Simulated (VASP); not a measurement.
Here is the system:

```
IrW
1.0
    2.77130     0.00000     0.00000
   -1.38565     2.40002     0.00000
    0.00000     0.00000     4.44906
Ir W
1 1
Cartesian
  0.00000   0.00000   2.22453
  1.38565   0.80000   0.00000
```

These are PBEsol GGA, VASP's PBE PAW potentials (set 64) (plane waves; VASP) values and carry that method's errors. Settings: 400 eV cut-off, 17×17×9 Γ-centred mesh, tetrahedra with Blöchl corrections, potentials Ir W_sv.

Unless said otherwise, spin-orbit coupling is left out, though it shifts the bands of the heavy elements here.

Problem. Estimate the energy per atom (σ→0), band gap (on the k-mesh) with the smallest direct gap where there is one.

Solution. 
The band gap (on the k-mesh) is none (metal, semimetal or under 0.01 eV) and the energy per atom (σ→0) comes out as -11993 meV/atom.

The structure comes from a computed database's IrW entry (P-6m2); how it stands against other phases isn't given here. It was relaxed first. The electron count is odd and the run is not spin-polarised, which forces a metal.
